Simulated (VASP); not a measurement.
Here is the system:

```
CELL_PARAMETERS angstrom
      4.64538     0.00000     0.00000
      0.00000     4.64538     0.00000
      0.00000     0.00000     6.52147
ATOMIC_POSITIONS crystal
  Mg 0.50000 0.50000 0.50000
  Cd 0.00000 0.00000 0.00000
  Te 0.00000 0.50000 0.25660
  Te 0.50000 0.00000 0.74340
```

Method: HSE06 screened hybrid, VASP's PBE PAW potentials (set 64) (plane waves; VASP). Run with 400 eV cut-off, 4×4×4 Γ-centred mesh, Gaussian smearing of 0.050 eV, potentials Mg Cd Te.

Unless said otherwise, spin-orbit coupling is left out, though it shifts the bands of the heavy elements here.

Problem. What does the run give for the energy per atom (σ→0), band gap (over the mesh, the named points and PBE's band edges) with the smallest direct gap where there is one?

Solution. 
* **band gap (over the mesh, the named points and PBE's band edges)**: 2.17 eV
* **smallest direct gap (over the mesh, the named points and PBE's band edges)**: 2.17 eV
* **energy per atom (σ→0)**: -3.399 eV/atom

Total energies compare only between runs with the same potentials, cut-off and functional.

The structure comes from a computed database's MgCdTe2 entry (P-4m2); how it stands against other phases isn't given here. It was relaxed first.
